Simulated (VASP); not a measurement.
Output of a VASP run:

File OSZICAR:
```
       N       E                     dE             d eps       ncg     rms          rms(c)
DAV:   1     0.303908430047E+03    0.30391E+03   -0.33741E+05  1344   0.660E+05
DAV:   2     0.206311260774E+02   -0.28328E+03   -0.26874E+03  2336   0.819E+02
DAV:   3    -0.226054105127E+02   -0.43237E+02   -0.40417E+02  2588   0.190E+02
DAV:   4    -0.550829785192E+02   -0.32478E+02   -0.44543E+02  2540   0.667E+01
DAV:   5    -0.243447009738E+02    0.30738E+02   -0.56285E+01  1840   0.367E+01    0.864E+00
DAV:   6    -0.168278341427E+02    0.75169E+01   -0.11166E+02  1672   0.106E+02    0.131E+01
DAV:   7    -0.158705504158E+02    0.95728E+00   -0.56826E+00  1612   0.239E+01    0.958E+00
DAV:   8    -0.146429989891E+02    0.12276E+01   -0.52295E+00  1600   0.251E+01    0.233E+00
DAV:   9    -0.146512182512E+02   -0.82193E-02   -0.21749E+00  1692   0.125E+01    0.167E+00
DAV:  10    -0.145909843594E+02    0.60234E-01   -0.37803E-01  1396   0.655E+00    0.107E-01
DAV:  11    -0.147356679713E+02   -0.14468E+00   -0.24038E-01  1976   0.506E+00    0.548E-01
DAV:  12    -0.147693012462E+02   -0.33633E-01   -0.64590E-03  1612   0.110E+00    0.600E-01
DAV:  13    -0.147784324806E+02   -0.91312E-02   -0.14146E-02  1644   0.826E-01    0.439E-01
DAV:  14    -0.147805818458E+02   -0.21494E-02   -0.23883E-02  1596   0.134E+00    0.567E-02
DAV:  15    -0.147809025455E+02   -0.32070E-03   -0.69537E-04  1544   0.349E-01    0.335E-02
DAV:  16    -0.147808729881E+02    0.29557E-04   -0.32421E-05  1788   0.751E-02    0.203E-02
DAV:  17    -0.147809094991E+02   -0.36511E-04   -0.37316E-05  1888   0.758E-02    0.103E-02
DAV:  18    -0.147809047462E+02    0.47529E-05   -0.10238E-05  1564   0.332E-02    0.475E-03
DAV:  19    -0.147809053948E+02   -0.64867E-06   -0.15588E-06  1800   0.128E-02    0.364E-03
DAV:  20    -0.147809033997E+02    0.19951E-05   -0.11671E-06  1752   0.110E-02    0.612E-04
DAV:  21    -0.147809027597E+02    0.64003E-06   -0.13086E-07  1160   0.393E-03    0.322E-04
DAV:  22    -0.147809026758E+02    0.83873E-07   -0.17876E-08   728   0.155E-03
   1 F= -.14780903E+02 E0= -.14780903E+02  d E =0.000000E+00
       N       E                     dE             ncg
       N       E                     dE             ncg
```

OUTCAR:
```
------------------------ aborting loop because EDIFF is reached ----------------------------------------
  FORCE on cell =-STRESS in cart. coord.  units (eV):
  Direction    XX          YY          ZZ          XY          YZ          ZX
  --------------------------------------------------------------------------------------
  Total        0.0029491      0.0029491      0.0029491      0.0000000      0.0000000      0.0000000
  in kB        0.1680874      0.1680874      0.1680874      0.0000000      0.0000000      0.0000000
  external PRESSURE =       0.1680874 kB  Pullay stress =       0.0000000 kB
  volume of cell :       28.11
      direct lattice vectors                 reciprocal lattice vectors
     0.000000000  2.413290618  2.413290618    -0.207185988  0.207185988  0.207185988
     2.413290618  0.000000000  2.413290618     0.207185988 -0.207185988  0.207185988
     2.413290618  2.413290618  0.000000000     0.207185988  0.207185988 -0.207185988
  FREE ENERGIE OF THE ION-ELECTRON SYSTEM (eV)
  ---------------------------------------------------
  free  energy   TOTEN  =       -14.7809026758 eV

  energy  without entropy=      -14.7809026758  energy(sigma->0) =      -14.78090268

 total charge

# of ion       s       p       d       tot
------------------------------------------
    1        2.032   5.868   0.284   8.184
    2        1.538   3.432   0.000   4.970
--------------------------------------------------
tot          3.570   9.300   0.284  13.154
```
(Selected blocks of OUTCAR.)

POSCAR:
```
CaO
1
    0.0000000000     2.4132906180     2.4132906180
    2.4132906180     0.0000000000     2.4132906180
    2.4132906180     2.4132906180    -0.0000000000
Ca O
1 1
Direct
  0.0000000000   0.0000000000   0.0000000000
  0.5000000000   0.5000000000   0.5000000000
```

Problem. Reconstruct the remaining input files.

Solution. One answer among several that fit: the input of the run itself, revTPSS meta-GGA, plane waves, VASP's PBE PAW potentials (set 64).

**INCAR**
```
ALGO=Normal
EDIFF=1E-7
ENCUT=520
ISIF=2
ISMEAR=-5
LASPH=.TRUE.
LCHARG=.FALSE.
LMIXTAU=.TRUE.
LORBIT=11
LREAL=.FALSE.
LWAVE=.FALSE.
METAGGA=RTPSS
NEDOS=601
NELM=100
PREC=Accurate
SYSTEM=CaO
```

File KPOINTS_OPT:
```
k-points along high-symmetry lines
10
Line-mode
Reciprocal
  0.000000   0.000000   0.000000 ! GAMMA
  0.500000   0.000000   0.500000 ! X

  0.500000   0.000000   0.500000 ! X
  0.625000   0.250000   0.625000 ! U

  0.375000   0.375000   0.750000 ! K
  0.000000   0.000000   0.000000 ! GAMMA

  0.000000   0.000000   0.000000 ! GAMMA
  0.500000   0.500000   0.500000 ! L

  0.500000   0.500000   0.500000 ! L
  0.500000   0.250000   0.750000 ! W

  0.500000   0.250000   0.750000 ! W
  0.500000   0.000000   0.500000 ! X
```

KPOINTS:
```
Automatic mesh
0
Gamma
11 11 11
0 0 0
```

POTCAR, in this order: Ca_sv O (PBE.64 set). Program: vasp_std.

The compound is CaO in the rock salt structure. It was relaxed first.
